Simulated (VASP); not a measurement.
All values below come from PBE GGA, VASP's PBE PAW potentials (set 64) (plane waves; VASP).

VASP ran on this input.

KPOINTS:
```
K-points
0
gamma
 13 13 7
0 0 0
```

File POSCAR:
```
Hf
1
    1.6008180774    -2.7726982052     0.0000000000
    1.6008180774     2.7726982052     0.0000000000
    0.0000000000     0.0000000000     5.0595963037
Hf
2
Direct
  0.3333330000   0.6666670000   0.2500000000
  0.6666670000   0.3333330000   0.7500000000
```

INCAR:
```
ISIF = 4
ENCUT = 520
NELM = 100
EDIFF = 1E-7   ! SCF stop (eV)
ALGO = Normal   ! blocked Davidson
PREC = Accurate
LCHARG = .FALSE.
ISMEAR = 1
GGA = PE   ! PBE
LREAL = .FALSE.
IBRION = 2
SIGMA = 0.1   ! width (eV)
NSW = 30   ! most ionic steps
LASPH = .TRUE.
SYSTEM = Hf
EDIFFG = -0.01
LWAVE = .FALSE.
LMAXMIX = 6
```

POTCAR, in this order: Hf_pv (PBE.64 set). Program: vasp_std.

What VASP printed:

File OUTCAR:
```
 ion  position               nearest neighbor table
   1  0.333  0.667  0.250-   2 3.13   2 3.13   2 3.13   2 3.13   2 3.13   2 3.13
   2  0.667  0.333  0.750-   1 3.13   1 3.13   1 3.13   1 3.13   1 3.13   1 3.13
  LATTYP: Found a hexagonal cell.
 ALAT       =     3.2016361214
 C/A-ratio  =     1.5803158485
 Subroutine PRICEL returns:
 Original cell was already a primitive cell.
 Subroutine GETGRP returns: Found 24 space group operations
The static configuration has the point symmetry D_3d.
 The point group associated with its full space group is D_6h.
The dynamic configuration has the point symmetry D_3d.
 Subroutine INISYM returns: Found 24 space group operations
 Subroutine IBZKPT returns following result:
 Found     84 irreducible k-points:

 Following reciprocal coordinates:
            Coordinates               Weight
  0.000000  0.000000  0.000000      1.000000
  0.076923 -0.000000  0.000000      6.000000
  0.153846 -0.000000  0.000000      6.000000
  0.230769 -0.000000  0.000000      6.000000
  0.307692 -0.000000  0.000000      6.000000
  0.384615 -0.000000  0.000000      6.000000
  0.461538 -0.000000  0.000000      6.000000
  0.076923  0.076923  0.000000      6.000000
  0.153846  0.076923  0.000000     12.000000
  0.230769  0.076923  0.000000     12.000000
  0.307692  0.076923  0.000000     12.000000
  0.384615  0.076923  0.000000     12.000000
  0.461538  0.076923  0.000000      6.000000
  0.153846  0.153846  0.000000      6.000000
  0.230769  0.153846  0.000000     12.000000
  0.307692  0.153846  0.000000     12.000000
  0.384615  0.153846  0.000000     12.000000
  0.230769  0.230769  0.000000      6.000000
  0.307692  0.230769  0.000000     12.000000
  0.384615  0.230769  0.000000      6.000000
  0.307692  0.307692  0.000000      6.000000
  0.000000  0.000000  0.142857      2.000000
  0.076923 -0.000000  0.142857     12.000000
  0.153846 -0.000000  0.142857     12.000000
  0.230769 -0.000000  0.142857     12.000000
  0.307692 -0.000000  0.142857     12.000000
  0.384615 -0.000000  0.142857     12.000000
  0.461538 -0.000000  0.142857     12.000000
  0.076923  0.076923  0.142857     12.000000
  0.153846  0.076923  0.142857     24.000000
  0.230769  0.076923  0.142857     24.000000
  0.307692  0.076923  0.142857     24.000000
  0.384615  0.076923  0.142857     24.000000
  0.461538  0.076923  0.142857     12.000000
  0.153846  0.153846  0.142857     12.000000
  0.230769  0.153846  0.142857     24.000000
  0.307692  0.153846  0.142857     24.000000
  0.384615  0.153846  0.142857     24.000000
  0.230769  0.230769  0.142857     12.000000
  0.307692  0.230769  0.142857     24.000000
   k-points           NKPTS =     84   k-points in BZ     NKDIM =     84   number of bands    NBANDS=     14
   number of dos      NEDOS =    301   number of ions     NIONS =      2
   total plane-waves  NPLWV =  23040
   dimension x,y,z NGX =    24 NGY =   24 NGZ =   40
   dimension x,y,z NGXF=    48 NGYF=   48 NGZF=   80
   ions per type =               2
   PREC   = accura    normal or accurate (medium, high low for compatibility)
   ISTART =      0    job   : 0-new  1-cont  2-samecut
   ICHARG =      2    charge: 1-file 2-atom 10-const
   ISPIN  =      1    spin polarized calculation?
   LNONCOLLINEAR =      F non collinear calculations
   LSORBIT =      F    spin-orbit coupling
   INIWAV =      1    electr: 0-lowe 1-rand  2-diag
   ENCUT  =  520.0 eV  38.22 Ry    6.18 a.u.   5.95  5.95  9.41*2*pi/ulx,y,z
   NELM   =    100;   NELMIN=  2; NELMDL= -5     # of ELM steps
   EDIFF  = 0.1E-06   stopping-criterion for ELM
   LREAL  =      F    real-space projection
...
```

OSZICAR:
```
       N       E                     dE             d eps       ncg     rms          rms(c)
DAV:   1     0.471881420298E+02    0.47188E+02   -0.11805E+04  2400   0.136E+03
DAV:   2    -0.185211132398E+02   -0.65709E+02   -0.64596E+02  2934   0.265E+02
DAV:   3    -0.205524094837E+02   -0.20313E+01   -0.19629E+01  3182   0.304E+01
DAV:   4    -0.205709772149E+02   -0.18568E-01   -0.18561E-01  2758   0.368E+00
DAV:   5    -0.205712676706E+02   -0.29046E-03   -0.29031E-03  3232   0.366E-01    0.651E+01
DAV:   6    -0.200435374712E+02    0.52773E+00   -0.51099E-01  2526   0.552E+00    0.385E+01
DAV:   7    -0.198595077684E+02    0.18403E+00   -0.85753E-01  2564   0.684E+00    0.200E+00
DAV:   8    -0.198495123056E+02    0.99955E-02   -0.56962E-02  2646   0.183E+00    0.220E-01
DAV:   9    -0.198496117470E+02   -0.99441E-04   -0.11659E-03  3300   0.276E-01    0.206E-01
DAV:  10    -0.198495991812E+02    0.12566E-04   -0.71094E-05  2732   0.674E-02    0.317E-01
DAV:  11    -0.198496004610E+02   -0.12797E-05   -0.10194E-05  2970   0.264E-02    0.148E-02
DAV:  12    -0.198496007868E+02   -0.32581E-06   -0.72808E-07  3202   0.654E-03    0.972E-03
DAV:  13    -0.198496006136E+02    0.17319E-06   -0.27554E-08  1920   0.148E-03    0.338E-03
DAV:  14    -0.198496005436E+02    0.69971E-07   -0.42483E-09  1788   0.668E-04
   1 F= -.19849601E+02 E0= -.19849481E+02  d E =-.198496E+02
       N       E                     dE             d eps       ncg     rms          rms(c)
DAV:   1    -0.198497991377E+02   -0.19852E-03   -0.10603E-02  2388   0.857E-01    0.902E-02
DAV:   2    -0.198496831388E+02    0.11600E-03   -0.16644E-04  3114   0.102E-01    0.405E-02
DAV:   3    -0.198496462183E+02    0.36920E-04   -0.42201E-05  3152   0.459E-02    0.346E-02
DAV:   4    -0.198496404220E+02    0.57964E-05   -0.14735E-05  3336   0.277E-02    0.155E-02
DAV:   5    -0.198496405709E+02   -0.14896E-06   -0.87643E-07  2694   0.700E-03    0.145E-03
DAV:   6    -0.198496405825E+02   -0.11612E-07   -0.19938E-08  1554   0.112E-03
   2 F= -.19849641E+02 E0= -.19849538E+02  d E =-.400389E-04
```

OUTCAR:
```
------------------------ aborting loop because EDIFF is reached ----------------------------------------
  FORCE on cell =-STRESS in cart. coord.  units (eV):
  Direction    XX          YY          ZZ          XY          YZ          ZX
  --------------------------------------------------------------------------------------
  Total        0.0002221      0.0002221     -0.0066199      0.0000000      0.0000000      0.0000000
  in kB        0.0079215      0.0079215     -0.2361399      0.0000000      0.0000000      0.0000000
  external PRESSURE =      -0.0734323 kB  Pullay stress =       0.0000000 kB
  volume of cell :       44.91
      direct lattice vectors                 reciprocal lattice vectors
     1.601677677 -2.774187076  0.000000000     0.312172672 -0.180232979  0.000000000
     1.601677677  2.774187076 -0.000000000     0.312172672  0.180232979 -0.000000000
     0.000000000  0.000000000  5.054166920     0.000000000  0.000000000  0.197856544
 POSITION                                       TOTAL-FORCE (eV/Angst)
 -----------------------------------------------------------------------------------
      1.60168      0.92473      1.26354        -0.000000      0.000000      0.000000
      1.60168     -0.92473      3.79063         0.000000     -0.000000      0.000000
 -----------------------------------------------------------------------------------
    total drift:                                0.000000      0.000183     -0.000016
  FREE ENERGIE OF THE ION-ELECTRON SYSTEM (eV)
  ---------------------------------------------------
  free  energy   TOTEN  =       -19.8496405825 eV

  energy  without entropy=      -19.8493338961  energy(sigma->0) =      -19.84953835

 reached required accuracy - stopping structural energy minimisation
```
(Selected blocks of OUTCAR.)

CONTCAR:
```
Hf
   1.00000000000000
     1.6016776772513861   -2.7741870757625593    0.0000000000000000
     1.6016776772513861    2.7741870757625593   -0.0000000000000000
     0.0000000000000000    0.0000000000000000    5.0541669203027215
  Hf
     2
Direct
     0.3333330000000032    0.6666669999999968    0.2500000000000000
     0.6666669999999968    0.3333330000000032    0.7500000000000000
```

File OUTCAR:
```
 val. band max:        4.8834393669   @ k =   0.3077   0.2308   0.4286

 cond. band min:       4.9030942189   @ k =   0.0769   0.0769   0.0000


 Fermi energy:         4.8963971851

 k-point     1 :       0.0000    0.0000    0.0000
  band No.  band energies     occupation
      1     -26.1922      2.00000
      2     -25.4570      2.00000
      3     -25.4570      2.00000
      4     -25.3317      2.00000
      5     -25.3289      2.00000
      6     -25.3289      2.00000
      7      -2.4759      2.00000
      8       1.2020      2.00000
      9       5.5433     -0.00000
     10       6.0654     -0.00000
     11       6.0654     -0.00000
     12       6.3733     -0.00000
     13       6.8895     -0.00000
     14       6.8895     -0.00000

 k-point     2 :       0.0769   -0.0000    0.0000
  band No.  band energies     occupation
      1     -26.1770      2.00000
      2     -25.4888      2.00000
      3     -25.4677      2.00000
      4     -25.3626      2.00000
      5     -25.3387      2.00000
      6     -25.3331      2.00000
      7      -2.2980      2.00000
      8       1.3772      2.00000
      9       5.3067     -0.00000
     10       5.6230     -0.00000
     11       6.2327     -0.00000
     12       6.6593     -0.00000
     13       6.7499     -0.00000
     14       7.0481      0.00000

 k-point     3 :       0.1538   -0.0000    0.0000
  band No.  band energies     occupation
      1     -26.1334      2.00000
      2     -25.5772      2.00000
      3     -25.4968      2.00000
      4     -25.4540      2.00000
      5     -25.3600      2.00000
      6     -25.3456      2.00000
      7      -1.7862      2.00000
      8       1.8546      2.00000
      9       4.7203      2.03196
     10       4.9799      0.00321
     11       6.2171     -0.00000
     12       6.7270     -0.00000
     13       6.8531     -0.00000
     14       6.9381      0.00000

 k-point     4 :       0.2308   -0.0000    0.0000
  band No.  band energies     occupation
...
```

Unless said otherwise, spin-orbit coupling is left out, though it shifts the bands of the heavy elements here.

The compound is Hf in the hcp structure. This run relaxes it. Symmetry was kept, so distortions that lower it aren't found.
